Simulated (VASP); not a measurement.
Data:

```
Pt3Ti
1.0
    3.90240     0.00000     0.00000
    0.00000     3.90240     0.00000
    0.00000     0.00000     3.90240
Ti Pt
1 3
Cartesian
  0.00000   0.00000   0.00000
  0.00000   1.95120   1.95120
  1.95120   0.00000   1.95120
  1.95120   1.95120   0.00000
```

Method: revTPSS meta-GGA, VASP's PBE PAW potentials (set 64) (plane waves; VASP). Settings: 520 eV cut-off, 9×9×9 Γ-centred mesh, tetrahedra with Blöchl corrections, potentials Ti_sv Pt.

The cores are frozen, which limits the accuracy of field gradients.

Give the principal components of the electric field gradient (V/Å²) and the asymmetry η at each nucleus.

```json
[
 {"atom": "Ti1", "Vxx": "0.0", "Vyy": "0.0", "Vzz": "0.0", "η": "-"},
 {"atom": "Pt2", "Vxx": "35.1", "Vyy": "35.1", "Vzz": "-70.2", "η": "0.00"},
 {"atom": "Pt3", "Vxx": "35.1", "Vyy": "35.1", "Vzz": "-70.2", "η": "0.00"},
 {"atom": "Pt4", "Vxx": "35.1", "Vyy": "35.1", "Vzz": "-70.2", "η": "0.00"}
]
```

The compound is Pt3Ti in the L1_2 structure. It was relaxed first.
